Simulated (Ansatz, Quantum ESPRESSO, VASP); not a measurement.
# One structure in several programs: LaSi3Os (I4mm, 5 atoms in the cell)

Self-consistent single point.

```
LaSi3Os
1.0
   -2.14294     2.14294     4.98994
    2.14294    -2.14294     4.98994
    2.14294     2.14294    -4.98994
La Si Os
1 3 1
Direct
  0.99856   0.99856   0.00000
  0.41925   0.41925   0.00000
  0.26042   0.76042   0.50000
  0.76042   0.26042   0.50000
  0.65535   0.65535   0.00000
```

Shared settings, as Ansatz (a quantum-chemistry and plane-wave program) writes them: kpoints.mp_grid.grid = 8 8 8; scf.occupations.method = gaussian; scf.occupations.width = 0.1 eV. Potentials and cutoffs stand in the table.

```csv
code,model,pressure (GPa),largest force (eV/Å),cutoff
VASP,"PBEsol, VASP's PBE PAW potentials (set 64)",-2.77,0.045,300 eV
Quantum ESPRESSO,"PBEsol, SSSP 1.1.2 precision (PBE) pseudopotentials",-2.36,0.027,65 Ry
Ansatz,"PBEsol, PAW files made with PBE",-2.70,0.039,420 eV
```

Size of the force on each atom (eV/Å): Sizes of forces hide their directions.

| code | La1 | Si2 | Si3 | Si4 | Os5 |
|---|---|---|---|---|---|
| VASP | 0.033 | 0.025 | 0.045 | 0.045 | 0.032 |
| Quantum ESPRESSO | 0.026 | 0.014 | 0.027 | 0.027 | 0.014 |
| Ansatz | 0.039 | 0.004 | 0.026 | 0.026 | 0.010 |

On Ansatz's run: spin-orbit coupling is off. Spin polarisation is off.

The spread over the programs that give each value: pressure within 0.41 GPa; largest force within 0.018 eV/Å.

Ansatz's pressure is given at a fixed set of plane waves, as the other plane-wave codes print theirs.

VASP's run is marked for a possible Pulay error in its stress at this cutoff; no cutoff test was made.

The starting cell comes from a database of computed structures (which also holds hypothetical and non-ambient phases and stackings), without a prior relaxation at this level.

Left out of this page: CP2K and FLEUR (not drawn, or without a comparable value).

Keys are those of Ansatz 0.2.
